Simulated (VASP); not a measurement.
An input for Ansatz (written as the equivalent of a VASP run, and not itself run):

Ansatz 0.2 input:
```yaml
crystal:
  lattice:
    - [0.0000000, 2.7863001, 2.7863001]
    - [2.7863001, 0.0000000, 2.7863001]
    - [2.7863001, 2.7863001, 0.0000000]
  atoms:
    - { symbol: Ca, position: [0.0000000, 0.0000000, 0.0000000] }
kpoints:
  mp_grid: { grid: [10, 10, 10] }
hamiltonian:
  xc: r2scan
  pseudopotentials: { kind: paw }
scf:
  occupations: { method: methfessel_paxton, width: 0.1 }
  max_iter: 100
relax:
  max_steps: 30
  f_tol: 0.001
output: { forces: true, stress: true, eigenvalues: true }
```

Q: Write the VASP files for the same calculation (r2SCAN).

A: Several could match; the one computed here: 
File POSCAR:
```
Ca
1.0
  0.0000000000   2.7863001217   2.7863001217
  2.7863001217   0.0000000000   2.7863001217
  2.7863001217   2.7863001217   0.0000000000
Ca
1
Cartesian
  0.0000000000   0.0000000000   0.0000000000
```

**KPOINTS**
```
K-points
0
G
10 10 10
0 0 0
```

### INCAR
```
SYSTEM = Ca
PREC = Accurate
ENCUT = 400
EDIFF = 1E-8
NELM = 100
ALGO = Normal
LREAL = .FALSE.
LASPH = .TRUE.
ISMEAR = 1
SIGMA = 0.1
METAGGA = R2SCAN
LMIXTAU = .TRUE.
LWAVE = .FALSE.
LCHARG = .FALSE.
IBRION = 1
ISIF = 2
NSW = 30
EDIFFG = -0.001
```

POTCAR, in this order: Ca_sv (PBE.64 set). Program: vasp_std.

The two are equivalent in intent, not identical: each code has its own PAW files, so the cut-off isn't converted (ENCUT is set for VASP's; basis.ecutwfc is left out, and Ansatz then takes the one that its files recommend); Ansatz stops its SCF on the density residual and VASP on the energy change (EDIFF).

The compound is Ca in the fcc structure. It was relaxed first. The start is the result of an earlier pass.
